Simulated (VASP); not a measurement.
VASP input:

POSCAR:
```
ZrH
1
    3.2669650000     0.0000000000     0.0000000000
    0.0000000000     3.2669650000     0.0000000000
    0.0000000000     0.0000000000     5.0499840000
Zr H
2 2
Direct
  0.0000000000   0.5000000000   0.5000000000
  0.5000000000   0.0000000000   0.0000000000
  0.5000000000   0.5000000000   0.2500000000
  0.5000000000   0.5000000000   0.7500000000
```

### INCAR
```
ALGO=Normal
EDIFF=1E-6
ENCUT=300
GGA=PS
ISIF=2
ISMEAR=-1
LASPH=.TRUE.
LCHARG=.FALSE.
LMAXMIX=4
LREAL=.FALSE.
LWAVE=.FALSE.
NELM=100
PREC=Accurate
SIGMA=0.05
SYSTEM=ZrH
```

KPOINTS:
```
kpoints
0
G
  7 7 5
```

POTCAR, in this order: Zr_sv H (PBE.64 set). Program: vasp_std.

Q: Write an equivalent input for Quantum ESPRESSO's pw.x.

A: One equivalent input (not run):
```
&CONTROL
  calculation = 'scf'
  pseudo_dir = './pseudo'
  outdir = './out'
  tprnfor = .true.
  tstress = .true.
/
&SYSTEM
  ibrav = 0
  nat = 4
  ntyp = 2
  ecutwfc = 72
  occupations = 'smearing'
  smearing = 'fermi-dirac'
  degauss = 0.003675
  input_dft = 'pbesol'
/
&ELECTRONS
  conv_thr = 7.3e-08
  electron_maxstep = 100
/
ATOMIC_SPECIES
  Zr 91.224 Zr.upf
  H 1.008 H.upf
CELL_PARAMETERS angstrom
     3.2669650    0.0000000    0.0000000
     0.0000000    3.2669650    0.0000000
     0.0000000    0.0000000    5.0499840
ATOMIC_POSITIONS crystal
  Zr   0.0000000  0.5000000  0.5000000
  Zr   0.5000000  0.0000000  0.0000000
  H    0.5000000  0.5000000  0.2500000
  H    0.5000000  0.5000000  0.7500000
K_POINTS automatic
  7 7 5 0 0 0
```
Limits of the translation: the potentials are each code's own (VASP's PAW set, PseudoDojo norm-conserving files in pw.x), so ENCUT and ecutwfc are chosen apart and not converted; conv_thr bounds pw.x's estimated SCF error, while EDIFF bounds the energy change between steps.

The structure comes from a computed database's ZrH entry (P4_2/mmc); how it stands against other phases isn't given here. The cell was not relaxed at this level.
